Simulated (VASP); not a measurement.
OSZICAR of a VASP run on Ru (hcp):

File OSZICAR:
```
       N       E                     dE             d eps       ncg     rms          rms(c)
DAV:   1     0.285499920397E+03    0.28550E+03   -0.18070E+04  4860   0.171E+03
DAV:   2    -0.115167842728E+02   -0.29702E+03   -0.29155E+03  5096   0.492E+02
DAV:   3    -0.183583148420E+02   -0.68415E+01   -0.66038E+01  5114   0.788E+01
DAV:   4    -0.184344826344E+02   -0.76168E-01   -0.76037E-01  5764   0.714E+00
DAV:   5    -0.184355558842E+02   -0.10732E-02   -0.10732E-02  5290   0.831E-01    0.149E+01
DAV:   6    -0.172282574930E+02    0.12073E+01   -0.35526E+00  4898   0.193E+01    0.362E+00
DAV:   7    -0.171631238474E+02    0.65134E-01   -0.21964E-01  4982   0.436E+00    0.989E-01
DAV:   8    -0.171570202924E+02    0.61036E-02   -0.65209E-03  5278   0.921E-01    0.129E-01
DAV:   9    -0.171571724334E+02   -0.15214E-03   -0.42740E-04  6824   0.210E-01    0.602E-02
DAV:  10    -0.171571813132E+02   -0.88798E-05   -0.23151E-05  5186   0.536E-02    0.173E-02
DAV:  11    -0.171571862705E+02   -0.49574E-05   -0.18028E-06  5254   0.150E-02    0.310E-03
DAV:  12    -0.171571857505E+02    0.52001E-06   -0.67094E-08  2742   0.285E-03    0.302E-04
DAV:  13    -0.171571857684E+02   -0.17853E-07   -0.80923E-09  2482   0.757E-04
   1 F= -.17157186E+02 E0= -.17156696E+02  d E =-.171572E+02
       N       E                     dE             d eps       ncg     rms          rms(c)
DAV:   1    -0.171603382138E+02   -0.31525E-02   -0.11811E-01  4906   0.298E+00    0.343E-01
DAV:   2    -0.171577683963E+02    0.25698E-02   -0.36801E-03  4900   0.566E-01    0.137E-01
DAV:   3    -0.171572761481E+02    0.49225E-03   -0.16636E-03  5896   0.281E-01    0.313E-02
DAV:   4    -0.171572776065E+02   -0.14584E-05   -0.49529E-05  5856   0.831E-02    0.174E-02
DAV:   5    -0.171572780557E+02   -0.44924E-06   -0.51915E-06  6614   0.171E-02    0.661E-03
DAV:   6    -0.171572781069E+02   -0.51164E-07   -0.39118E-07  4050   0.735E-03
   2 F= -.17157278E+02 E0= -.17156831E+02  d E =-.923385E-04
       N       E                     dE             d eps       ncg     rms          rms(c)
DAV:   1    -0.171576730538E+02   -0.39500E-03   -0.13866E-02  4908   0.102E+00    0.118E-01
DAV:   2    -0.171573706483E+02    0.30241E-03   -0.43105E-04  4904   0.197E-01    0.472E-02
DAV:   3    -0.171573128536E+02    0.57795E-04   -0.19708E-04  5872   0.972E-02    0.107E-02
DAV:   4    -0.171573130300E+02   -0.17640E-06   -0.60131E-06  5852   0.289E-02    0.589E-03
DAV:   5    -0.171573131176E+02   -0.87583E-07   -0.63123E-07  5744   0.577E-03
   3 F= -.17157313E+02 E0= -.17156847E+02  d E =-.127349E-03
```

Q: Which electronic solver shows in the log?

A: It is blocked Davidson (ALGO = Normal, or the opening steps of other solvers). The INCAR had ALGO = Normal.

Q: Can the final energy be trusted as converged?

A: The run converged. It stopped with EDIFF = 1E-7, NELM = 100, NSW = 30 and EDIFFG = -0.01 after 3 ionic steps (RPBE GGA, plane waves, VASP's PBE PAW potentials (set 64)).

The compound is Ru in the hcp structure. This cell is one point of a volume scan, at 1.03 of the reference volume. Symmetry was kept, so distortions that lower it aren't found.
